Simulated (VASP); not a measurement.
Input for VASP

KPOINTS:
```
Automatic mesh
0
G
 8 8 8
0 0 0
```

**INCAR**
```
LREAL  =  .False.   # projection in real space or not
ISIF  =  2
EDIFF  =  1E-7   # SCF stop (eV)
ISMEAR  =  -5
LORBIT  =  11
SYSTEM  =  CdSe
GGA  =  PE
ALGO  =  Normal   # blocked Davidson
PREC  =  Accurate
NELM  =  100
ENCUT  =  520
LWAVE  =  .False.
IVDW  =  11   # D3, zero damping
LASPH  =  .True.
LMAXMIX  =  4   # l cut-off of mixed one-centre charges
NEDOS  =  601   # DOS grid
LCHARG  =  .True.
```

**POSCAR**
```
CdSe
4.3284240
  0.0000000000   0.7071067146   0.7071067146
  0.7071067146   0.0000000000   0.7071067146
  0.7071067146   0.7071067146   0.0000000000
Cd Se
1 1
Cartesian
  0.0000000000   0.0000000000   0.0000000000
  0.3535533573   0.3535533573   0.3535533573
```

POTCAR, in this order: Cd Se (PBE.64 set). Program: vasp_std.

**Question.** Write an equivalent input for Quantum ESPRESSO's pw.x.

**Answer.** One equivalent input (not run):
```
&CONTROL
  calculation = 'scf'
  pseudo_dir = './pseudo'
  outdir = './out'
  tprnfor = .true.
  tstress = .true.
/
&SYSTEM
  ibrav = 0
  nat = 2
  ntyp = 2
  ecutwfc = 102
  occupations = 'tetrahedra'
  input_dft = 'pbe'
  vdw_corr = 'grimme-d3'
  dftd3_version = 3
  dftd3_threebody = .false.
/
&ELECTRONS
  conv_thr = 7.3e-09
  electron_maxstep = 100
/
ATOMIC_SPECIES
  Cd 112.414 Cd.upf
  Se 78.971 Se.upf
CELL_PARAMETERS angstrom
     0.0000000    3.0606577    3.0606577
     3.0606577    0.0000000    3.0606577
     3.0606577    3.0606577    0.0000000
ATOMIC_POSITIONS crystal
  Cd   0.0000000  0.0000000  0.0000000
  Se   0.2500000  0.2500000  0.2500000
K_POINTS automatic
  8 8 8 0 0 0
```
The two are equivalent in intent, not identical: the potentials are each code's own (VASP's PAW set, PseudoDojo norm-conserving files in pw.x), so ENCUT and ecutwfc are chosen apart and not converted; conv_thr bounds pw.x's estimated SCF error, while EDIFF bounds the energy change between steps.

The compound is CdSe in the zinc blende structure, whereas wurtzite is the usual form. It was relaxed first.
